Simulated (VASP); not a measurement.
An input for Ansatz (written as the equivalent of a VASP run, and not itself run):

Ansatz 0.2 input:
```yaml
crystal:
  lattice:
    - [1.8378657, -3.1832766, 0.0000000]
    - [1.8378657, 3.1832766, 0.0000000]
    - [0.0000000, 0.0000000, 7.2405347]
  atoms:
    - { symbol: Hf, position: [0.0000000, 0.0000000, 0.0000000] }
    - { symbol: S, position: [0.3333330, 0.6666670, 0.1989681] }
    - { symbol: S, position: [0.6666670, 0.3333330, 0.8010319] }
kpoints:
  mp_grid: { grid: [6, 6, 3] }
hamiltonian:
  xc: revpbe
  pseudopotentials: { kind: paw }
scf:
  occupations: { method: gaussian, width: 0.05 }
  max_iter: 100
relax:
  max_steps: 60
  f_tol: 0.02
  cell: {}
output: { forces: true, stress: true, eigenvalues: true }
```

Question: Translate this input to VASP (INCAR, KPOINTS, POSCAR, choice of POTCAR).

Answer: This is not unique; one that fits is 
**POSCAR**
```
HfS2
1
    1.8378657401    -3.1832766168     0.0000000000
    1.8378657401     3.1832766168    -0.0000000000
   -0.0000000000     0.0000000000     7.2405347312
Hf S
1 2
Direct
  0.0000000000   0.0000000000   0.0000000000
  0.3333330000   0.6666670000   0.1989680925
  0.6666670000   0.3333330000   0.8010319075
```

INCAR:
```
SYSTEM  =  HfS2
PREC  =  Accurate; ENCUT  =  520; LREAL  =  .FALSE.
LASPH  =  .TRUE.
EDIFF  =  1E-6; NELM  =  100; ALGO  =  Normal
LMAXMIX  =  6
ISMEAR  =  0; SIGMA  =  0.05
GGA  =  RE
IBRION  =  2; NSW  =  60; ISIF  =  3
EDIFFG  =  -0.02
LWAVE  =  .FALSE.; LCHARG  =  .FALSE.
```

File KPOINTS:
```
Regular mesh
0
gamma
 6 6 3
0 0 0
```

POTCAR, in this order: Hf_pv S (PBE.64 set). Program: vasp_std.

The two are equivalent in intent, not identical: each code has its own PAW files, so the cut-off isn't converted (ENCUT is set for VASP's; basis.ecutwfc is left out, and Ansatz then takes the one that its files recommend); Ansatz stops its SCF on the density residual and VASP on the energy change (EDIFF).

The compound is HfS2 in the 1T layered structure. This run relaxes it. Symmetry was kept, so distortions that lower it aren't found. The start is the result of an earlier pass.
